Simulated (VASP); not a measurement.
Computed with r2SCAN meta-GGA, VASP's PBE PAW potentials (set 64) (plane waves; VASP).

Input for VASP

INCAR:
```
ALGO=Normal
EDIFF=1E-7
EDIFFG=-0.01
ENCUT=520
IBRION=2
ISIF=4
ISMEAR=1
LASPH=.TRUE.
LCHARG=.FALSE.
LMAXMIX=4
LMIXTAU=.TRUE.
LREAL=.FALSE.
LWAVE=.FALSE.
METAGGA=R2SCAN
NELM=100
NSW=30
PREC=Accurate
SIGMA=0.1
SYSTEM=TiB2
```

**KPOINTS**
```
Automatic mesh
0
gamma
  12 12 10
0 0 0
```

**POSCAR**
```
TiB2
1.0
  1.5279930224  -2.6465615753   0.0000000000
  1.5279930224   2.6465615753   0.0000000000
  0.0000000000   0.0000000000   3.2615268568
Ti B
1 2
Cartesian
  0.0000000000   0.0000000000   3.2615268568
  1.5279930224   0.8821889561   1.6307634284
  1.5279930224  -0.8821889561   1.6307634284
```

POTCAR, in this order: Ti_sv B (PBE.64 set). Program: vasp_std.

**Question.** What will the output report for the number of irreducible k-points (NKPTS), largest plane-wave count, number of space-group operations, FFT grid (NGX, NGY, NGZ)?

**Answer.** 
| Property | Value |
|---|---|
| number of irreducible k-points (NKPTS) | 114 |
| largest plane-wave count | 726 |
| number of space-group operations | 24 |
| FFT grid (NGX, NGY, NGZ) | 24 × 24 × 24 |

The compound is TiB2 in the AlB2 type structure. This cell is one point of a volume scan, at 1.03 of the reference volume. Symmetry was kept, so distortions that lower it aren't found.
